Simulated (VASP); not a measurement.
# ScB2 (P6/mmm) in VASP: a series of runs

The runs below take ScB2 through single point, relaxation of cell and atoms, with LDA.

All numbers are computed with VASP 6.6.1; they aren't measurements. Logs are shortened: lines on timing, memory, paths and dates and some standing lists are left out, and cuts for length are marked.

### Step 1. The structure

Symmetry: P6/mmm, No. 191, hexagonal system. The conventional cell has a = 3.100 Å, b = 3.100 Å, c = 3.454 Å, α = 90.00°, β = 90.00°, γ = 120.00°. Sc (site symmetry 6/mmm) has 12 B at 2.49 Å as nearest neighbours. Around B (site symmetry -6m2) lie 3 B at 1.79 Å.

### Step 2. Single point, LDA

INCAR reads:

```
SYSTEM = ScB2
  PREC = Accurate
  ENCUT = 520
  EDIFF = 1E-6
  ISMEAR = 0
  SIGMA = 0.1
  LREAL = .False.
  LASPH = .True.
  NELM = 60
  ALGO = Normal
  ISIF = 2
  LWAVE = .False.
  LCHARG = .False.
  NBANDS = 16
```

KPOINTS reads:

```
regular mesh
0
Gamma
  15 15 12
  0 0 0
```

POSCAR reads:

```
ScB2
1.0
    3.0996940226      0.0000000000      0.0000000000
   -1.5498470113      2.6844137676      0.0000000000
    0.0000000000      0.0000000000      3.4537990915
Sc B
1 2
Direct
    0.0000000000      0.0000000000      0.0000000000
    0.3333333333      0.6666666667      0.5000000000
    0.6666666667      0.3333333333      0.5000000000
```

Potentials or basis: VASP PAW LDA potentials, release 64 (Sc_sv, B).

Started as:

```bash
cat potpaw_LDA.64/Sc_sv/POTCAR potpaw_LDA.64/B/POTCAR > POTCAR
mpirun -np 1 vasp_std > vasp.out
```

OUTCAR:

```text
SYSTEM = ScB2
   PREC = Accurate
   ENCUT = 520
   EDIFF = 1E-6
   ISMEAR = 0
   LREAL = .False.
   LASPH = .True.
   NELM = 60
   ISIF = 2

 ion  position               nearest neighbor table
   1  0.000  0.000  0.000-   2 2.49   3 2.49   2 2.49   3 2.49   3 2.49   3 2.49   2 2.49   2 2.49
                             3 2.49   3 2.49   2 2.49   2 2.49
   2  0.333  0.667  0.500-   3 1.79   3 1.79   3 1.79   1 2.49   1 2.49   1 2.49   1 2.49   1 2.49
                             1 2.49
   3  0.667  0.333  0.500-   2 1.79   2 1.79   2 1.79   1 2.49   1 2.49   1 2.49   1 2.49   1 2.49
                             1 2.49

  LATTYP: Found a hexagonal cell.
 ALAT       =     3.0996940226
 C/A-ratio  =     1.1142387172

  Lattice vectors:

 A1 = (   3.0996940226,   0.0000000000,   0.0000000000)
 A2 = (  -1.5498470113,   2.6844137676,   0.0000000000)
 A3 = (   0.0000000000,   0.0000000000,   3.4537990915)

Analysis of symmetry for initial positions (statically):
=====================================================================
 Subroutine PRICEL returns:
 Original cell was already a primitive cell.

 Routine SETGRP: Setting up the symmetry group for a
 hexagonal supercell.

 Subroutine GETGRP returns: Found 24 space group operations
 (whereof 24 operations were pure point group operations)
 out of a pool of 24 trial point group operations.

The static configuration has the point symmetry D_6h.

Analysis of symmetry for dynamics (positions and initial velocities):
=====================================================================
 Subroutine PRICEL returns:
 Original cell was already a primitive cell.

 Routine SETGRP: Setting up the symmetry group for a
 hexagonal supercell.

 Subroutine GETGRP returns: Found 24 space group operations
 (whereof 24 operations were pure point group operations)
 out of a pool of 24 trial point group operations.

The dynamic configuration has the point symmetry D_6h.

 Subroutine INISYM returns: Found 24 space group operations
 (whereof 24 operations are pure point group operations),
 and found     1 'primitive' translations

----------------------------------------------------------------------------------------

                                     Primitive cell

  volume of cell :      28.7386

  direct lattice vectors                    reciprocal lattice vectors
     3.099694023  0.000000000  0.000000000     0.322612488  0.186260407  0.000000000
    -1.549847011  2.684413768  0.000000000     0.000000000  0.372520813  0.000000000
     0.000000000  0.000000000  3.453799092     0.000000000  0.000000000  0.289536239

  length of vectors
     3.099694023  3.099694023  3.453799092     0.372520813  0.372520813  0.289536239

  position of ions in fractional coordinates (direct lattice)
     0.000000000  0.000000000  0.000000000
     0.333333333  0.666666667  0.500000000
     0.666666667  0.333333333  0.500000000

  ion indices of the primitive-cell ions
   primitive index   ion index
                 1           1
                 2           2
                 3           3

----------------------------------------------------------------------------------------

 KPOINTS: regular mesh

Automatic generation of k-mesh.
 Grid dimensions read from file:
 generate k-points for:   15   15   12

 Generating k-lattice:

  Cartesian coordinates                     Fractional coordinates (reciprocal lattice)
     0.021507499  0.012417360  0.000000000     0.066666667  0.000000000  0.000000000
     0.000000000  0.024834721  0.000000000     0.000000000  0.066666667  0.000000000
     0.000000000  0.000000000  0.024128020     0.000000000  0.000000000  0.083333333

  Length of vectors
     0.024834721  0.024834721  0.024128020

  Shift w.r.t. Gamma in fractional coordinates (k-lattice)
     0.000000000  0.000000000  0.000000000

 Subroutine IBZKPT returns following result:
 ===========================================

 Found    189 irreducible k-points:

 Following reciprocal coordinates:
            Coordinates               Weight
  0.000000  0.000000  0.000000      1.000000
  0.066667  0.000000  0.000000      6.000000
  0.133333  0.000000  0.000000      6.000000
  0.200000  0.000000  0.000000      6.000000
  0.266667  0.000000  0.000000      6.000000
  0.333333  0.000000  0.000000      6.000000
[... 16 lines left out ...]
  0.333333  0.200000  0.000000     12.000000
  0.400000  0.200000  0.000000      6.000000
 [... further k-points ...]
   k-points           NKPTS =    189   k-points in BZ     NKDIM =    189   number of bands    NBANDS=     16
   number of dos      NEDOS =    301   number of ions     NIONS =      3
   total plane-waves  NPLWV =  16128
   dimension x,y,z NGX =    24 NGY =   24 NGZ =   28
   dimension x,y,z NGXF=    48 NGYF=   48 NGZF=   56
   ions per type =               1   2
   NGX,Y,Z   is equivalent  to a cutoff of  12.87, 12.87, 13.48 a.u.
   NGXF,Y,Z  is equivalent  to a cutoff of  25.74, 25.74, 26.96 a.u.
[... 65 lines left out ...]
 Fermi energy:         6.2534702359

 k-point     1 :       0.0000    0.0000    0.0000
  band No.  band energies     occupation
      1     -41.2019      2.00000
      2     -20.2998      2.00000
      3     -19.9294      2.00000
      4     -19.9294      2.00000
      5      -5.3651      2.00000
      6       4.8172      2.00000
[... 8 lines left out ...]
     15      13.0574      0.00000
     16      13.7722      0.00000

 k-point     2 :       0.0667    0.0000    0.0000
  band No.  band energies     occupation
      1     -41.1980      2.00000
      2     -20.2949      2.00000
      3     -19.9574      2.00000
      4     -19.9355      2.00000
      5      -5.2804      2.00000
      6       4.7776      2.00000
[... 8 lines left out ...]
     15      13.5567      0.00000
     16      14.0645      0.00000

 k-point     3 :       0.1333    0.0000    0.0000
  band No.  band energies     occupation
      1     -41.1872      2.00000
      2     -20.2809      2.00000
      3     -20.0356      2.00000
      4     -19.9525      2.00000
      5      -5.0304      2.00000
      6       4.3386      2.00000
[... 8 lines left out ...]
     15      14.6389      0.00000
     16      14.8964      0.00000

 k-point     4 :       0.2000    0.0000    0.0000
  band No.  band energies     occupation
      1     -41.1712      2.00000
      2     -20.2603      2.00000
      3     -20.1490      2.00000
      4     -19.9775      2.00000
      5      -4.6265      2.00000
      6       3.3800      2.00000
[... 8 lines left out ...]
     15      14.4543      0.00000
     16      15.9936      0.00000

 k-point     5 :       0.2667    0.0000    0.0000
  band No.  band energies     occupation
      1     -41.1527      2.00000
      2     -20.2765      2.00000
      3     -20.2366      2.00000
      4     -20.0061      2.00000
      5      -4.0838      2.00000
      6       2.3200      2.00000
[... 8 lines left out ...]
     15      14.2819      0.00000
     16      16.5019      0.00000

 k-point     6 :       0.3333    0.0000    0.0000
  band No.  band energies     occupation
      1     -41.1350      2.00000
      2     -20.3959      2.00000
      3     -20.2138      2.00000
      4     -20.0332      2.00000
      5      -3.4188      2.00000
      6       1.2386      2.00000
[... 8 lines left out ...]
     15      14.5785      0.00000
     16      16.2735      0.00000
[... 267 lines left out ...]
 k-point    21 :       0.2000    0.2000    0.0000
  band No.  band energies     occupation
      1     -41.1307      2.00000
      2     -20.3684      2.00000
      3     -20.2084      2.00000
      4     -20.0989      2.00000
      5      -3.2671      2.00000
      6       1.6671      2.00000
[... 8 lines left out ...]
     15      15.0965      0.00000
     16      16.7199      0.00000

 k-point    22 :       0.2667    0.2000    0.0000
  band No.  band energies     occupation
      1     -41.1176      2.00000
      2     -20.4237      2.00000
      3     -20.1916      2.00000
      4     -20.1518      2.00000
      5      -2.5641      2.00000
      6       0.9149      2.00000
[... 8 lines left out ...]
     15      15.3840      0.00000
     16      17.0220      0.00000

 k-point    23 :       0.3333    0.2000    0.0000
  band No.  band energies     occupation
      1     -41.1087      2.00000
      2     -20.4580      2.00000
      3     -20.1905      2.00000
      4     -20.1801      2.00000
      5      -1.7645      2.00000
      6       0.0317      2.00000
[... 8 lines left out ...]
     15      15.7594      0.00000
     16      16.9989      0.00000

 k-point    24 :       0.4000    0.2000    0.0000
  band No.  band energies     occupation
      1     -41.1055      2.00000
      2     -20.4696      2.00000
      3     -20.2047      2.00000
      4     -20.1761      2.00000
      5      -0.9556      2.00000
      6      -0.8161      2.00000
[... 8 lines left out ...]
     15      15.9782      0.00000
     16      16.9476      0.00000

 [... further k-points ...]

------------------------ aborting loop because EDIFF is reached ----------------------------------------

  FORCE on cell =-STRESS in cart. coord.  units (eV):
  Direction    XX          YY          ZZ          XY          YZ          ZX
  --------------------------------------------------------------------------------------
  -------------------------------------------------------------------------------------
  Total        0.1282604      0.1282604      0.1638232      0.0000000      0.0000000      0.0000000
  in kB        7.1505208      7.1505208      9.1331505      0.0000000      0.0000000      0.0000000
  external PRESSURE =       7.8113974 kB  Pullay stress =       0.0000000 kB

 VOLUME and BASIS-vectors are now :
 -----------------------------------------------------------------------------
  energy-cutoff  :      520.00
  volume of cell :       28.74
      direct lattice vectors                 reciprocal lattice vectors
     3.099694023  0.000000000  0.000000000     0.322612488  0.186260407  0.000000000
    -1.549847011  2.684413768  0.000000000     0.000000000  0.372520813  0.000000000
     0.000000000  0.000000000  3.453799092     0.000000000  0.000000000  0.289536239

 POSITION                                       TOTAL-FORCE (eV/Angst)
 -----------------------------------------------------------------------------------
      0.00000      0.00000      0.00000        -0.000000      0.000000     -0.000000
     -0.00000      1.78961      1.72690        -0.000000      0.000000      0.000000
      1.54985      0.89480      1.72690         0.000000     -0.000000     -0.000000
 -----------------------------------------------------------------------------------
    total drift:                               -0.000000      0.000000      0.000000

  FREE ENERGIE OF THE ION-ELECTRON SYSTEM (eV)
  ---------------------------------------------------
  free  energy   TOTEN  =       -24.3894511962 eV

  energy  without entropy=      -24.3844912503  energy(sigma->0) =      -24.38697122
```

Run time: 77 s. Hardware: 1 thread of AMD EPYC 7R13 (Zen 3), shared host; peak memory 0.17 GiB.

Results:

| Quantity | Value |
| --- | --- |
| Free energy | -24.3895 eV |
| Pressure | 0.8 GPa |
| Band gap on the k mesh | none (metal or under the smearing width) |

Stress tensor (GPa, compression positive):
```
0.72 0.00 0.00
0.00 0.72 0.00
0.00 0.00 0.91
```

### Step 3. Relaxation of cell and atoms, LDA

INCAR reads:

```
ALGO = Fast
EDIFF = 1E-6
EDIFFG = -0.005
ENCUT = 600
IBRION = 2
ISIF = 3
ISMEAR = 0
LASPH = True
LCHARG = False
LREAL = False
LWAVE = False
NELM = 100
NSW = 100
PREC = Accurate
SIGMA = 0.1
```

KPOINTS reads:

```
k-points
0
Gamma
  15 15 12
```

POSCAR reads:

```
ScB2
1.0
    3.0973060990      0.0000000000      0.0000000000
   -1.5486530495      2.6823457650      0.0000000000
    0.0000000000      0.0000000000      3.4619379783
Sc B
1 2
Direct
    0.0000000000      0.0000000000      0.0000000000
    0.3333333333      0.6666666667      0.5000000000
    0.6666666667      0.3333333333      0.5000000000
```

Potentials or basis: VASP PAW LDA potentials, release 64 (Sc_sv, B).

Started as:

```bash
cat potpaw_LDA.64/Sc_sv/POTCAR potpaw_LDA.64/B/POTCAR > POTCAR
mpirun -np 1 vasp_std > vasp.out
```

Wall time 3.6 min (1 thread of AMD EPYC 7R13 (Zen 3), shared host); peak memory 0.19 GiB.

Results (log left out):

| Quantity | Value |
| --- | --- |
| Free energy | -24.3913 eV |
| Relaxed volume | 9.62 Å³/atom |
| Relaxed cell | a = 3.103 Å, b = 3.103 Å, c = 3.461 Å, α = 90.00°, β = 90.00°, γ = 120.00° |
| Space group after relaxing (to 0.05 Å) | P6/mmm (No. 191) |
| Energy gained by relaxing | 0.1 meV/atom |
| Ionic steps | 4 |
| Pressure after relaxing | 0.0 GPa |
| Band gap on the k mesh | none (metal or under the smearing width) |

The path:
```tsv
step	energy change (eV)	largest force (eV/Å)	pressure (GPa)	volume (Å³)
1	0.0000	0.0000	0.72	28.76
2	-0.0001	0.0000	-0.70	28.94
3	-0.0003	0.0000	-0.07	28.86
4	-0.0003	0.0000	0.00	28.85
```

Final structure:
```cif
data_structure
_symmetry_space_group_name_H-M 'P 1'
_symmetry_Int_Tables_number 1
_cell_length_a 3.1026
_cell_length_b 3.1026
_cell_length_c 3.4606
_cell_angle_alpha 90.000
_cell_angle_beta 90.000
_cell_angle_gamma 120.000
_cell_volume 28.85
loop_
_atom_site_label
_atom_site_type_symbol
_atom_site_fract_x
_atom_site_fract_y
_atom_site_fract_z
_atom_site_occupancy
Sc1 Sc 0.00000 0.00000 0.00000 1
B1 B 0.33333 0.66667 0.50000 1
B2 B 0.66667 0.33333 0.50000 1
```

Levels at points of the mesh, in eV from the Fermi level:
| k point | band 7 | band 8 | band 9 | band 10 | band 11 | band 12 |
| --- | --- | --- | --- | --- | --- | --- |
| (0.00, 0.00, 0.00) | -0.92 | -0.92 | -0.46 | 4.25 | 4.25 | 5.07 |
| (0.00, 0.00, 0.50) | 0.52 | 0.52 | 2.04 | 2.04 | 2.49 | 2.49 |

### Step 4. Single point, LDA

INCAR reads:

```
PREC = Accurate
ENCUT = 520
EDIFF = 1E-7
ISMEAR = 0
SIGMA = 0.1
LREAL = F
LASPH = T
NELM = 100
ALGO = Normal
ISIF = 2
LWAVE = F
LCHARG = F
NBANDS = 16
```

KPOINTS reads:

```
regular mesh
0
Gamma
  9 9 6
```

POSCAR is that of step 3.

Started as:

```bash
cat potpaw_LDA.64/Sc_sv/POTCAR potpaw_LDA.64/B/POTCAR > POTCAR
mpirun -np 1 vasp_std > vasp.out
```

It took 21 s on 1 thread of AMD EPYC 7R13 (Zen 3), shared host; peak memory 0.11 GiB.

Results (log left out):

```yaml
Free_energy: -24.3959 eV
Pressure: 0.6 GPa
Band_gap_on_the_k_mesh: none (metal or under the smearing width)
```

Stress tensor (GPa, compression positive):
```
0.56 0.00 0.00
0.00 0.56 0.00
0.00 0.00 0.79
```

Levels at points of the mesh, in eV from the Fermi level:
```csv
k point,band 7,band 8,band 9,band 10,band 11,band 12
"(0.00, 0.00, 0.00)",-0.86,-0.86,-0.41,4.33,4.33,5.12
"(0.00, 0.00, 0.50)",0.58,0.58,2.11,2.11,2.55,2.55
```

### Step 5. Relaxation of cell and atoms, LDA

This run uses another cell than the first one, of 10.08 Å³/atom, 1.053 times its volume.

INCAR reads:

```
ALGO = Normal ; EDIFF = 1E-7
EDIFFG = -0.05 ; ENCUT = 600
IBRION = 2 ; ISIF = 3
ISMEAR = 0 ; LASPH = T
LCHARG = F ; LREAL = F
LWAVE = F ; NELM = 100
NSW = 100 ; PREC = Accurate
SIGMA = 0.1
```

KPOINTS reads:

```
k-points
0
Gamma
  9 9 6
```

POSCAR reads:

```
ScB2
1.0
    3.1500000000      0.0000000000      0.0000000000
   -1.5750000000      2.7279800219      0.0000000000
    0.0000000000      0.0000000000      3.5200000000
Sc B
1 2
Direct
    0.0000000000      0.0000000000      0.0000000000
    0.3333333333      0.6666666667      0.5000000000
    0.6666666667      0.3333333333      0.5000000000
```

Started as:

```bash
cat potpaw_LDA.64/Sc_sv/POTCAR potpaw_LDA.64/B/POTCAR > POTCAR
mpirun -np 1 vasp_std > vasp.out
```

Run time: 58 s. Hardware: 1 thread of AMD EPYC 7R13 (Zen 3), shared host; peak memory 0.14 GiB.

It converged, with:

```yaml
Free_energy: -24.3982 eV
Relaxed_volume: 9.62 Å³/atom
Relaxed_cell: a = 3.098 Å, b = 3.098 Å, c = 3.473 Å, α = 90.00°, β = 90.00°, γ = 120.00°
Space_group_after_relaxing_to_0.05_Å: P6/mmm (No. 191)
Energy_gained_by_relaxing: 13.8 meV/atom
Ionic_steps: 3
Pressure_after_relaxing: -0.1 GPa
Band_gap_on_the_k_mesh: none (metal or under the smearing width)
```

Stress tensor (GPa, compression positive):
```
 0.16  0.00  0.00
 0.00  0.16  0.00
 0.00  0.00 -0.57
```

The path:
```
step  energy change (eV)  largest force (eV/Å)  pressure (GPa)  volume (Å³)
   1              0.0000                0.0000           -9.19        30.25
   2             -0.0125                0.0000            8.71        27.79
   3             -0.0415                0.0000           -0.09        28.87
```

Final structure:
```cif
data_structure
_symmetry_space_group_name_H-M 'P 1'
_symmetry_Int_Tables_number 1
_cell_length_a 3.0982
_cell_length_b 3.0982
_cell_length_c 3.4734
_cell_angle_alpha 90.000
_cell_angle_beta 90.000
_cell_angle_gamma 120.000
_cell_volume 28.87
loop_
_atom_site_label
_atom_site_type_symbol
_atom_site_fract_x
_atom_site_fract_y
_atom_site_fract_z
_atom_site_occupancy
Sc1 Sc 0.00000 0.00000 0.00000 1
B1 B 0.33333 0.66667 0.50000 1
B2 B 0.66667 0.33333 0.50000 1
```

Levels at points of the mesh, in eV from the Fermi level:
```csv
k point,band 5,band 6,band 7,band 8,band 9,band 10,band 11,band 12
"(0.00, 0.00, 0.00)",-11.56,-1.45,-0.84,-0.84,-0.43,4.31,4.31,5.08
"(0.00, 0.00, 0.50)",-9.88,-5.81,0.58,0.58,2.13,2.13,2.53,2.53
```

Caveat: the relaxation stopped at a loose force limit of 0.05 eV/Å, so its end isn't a converged minimum. LDA usually gives volumes a few per cent too small.

### Step 6. Overview

| task | cell | k mesh | cutoff (eV) | gap on the mesh (eV) | pressure (GPa) | relaxed volume (Å³/atom) |
| --- | --- | --- | --- | --- | --- | --- |
| single point | P6/mmm, 9.58 Å³/atom | 15 × 15 × 12 | 520 | none | 0.8 | - |
| relaxation of cell and atoms | relaxed | 15 × 15 × 12 | 600 | none | 0.0 | 9.62 |
| single point | P6/mmm, 9.59 Å³/atom | 9 × 9 × 6 | 520 | none | 0.6 | - |
| relaxation of cell and atoms | relaxed | 9 × 9 × 6 | 600 | none | -0.1 | 9.62 |

Alike in all rows: level LDA; potentials or basis VASP PAW LDA potentials, release 64 (Sc_sv, B); no spin polarisation; smearing gaussian 0.1 eV.

Caveats: the relaxation stopped at a loose force limit of 0.05 eV/Å, so its end isn't a converged minimum (some runs).

Absolute energies hang on the potentials; compare differences alone.
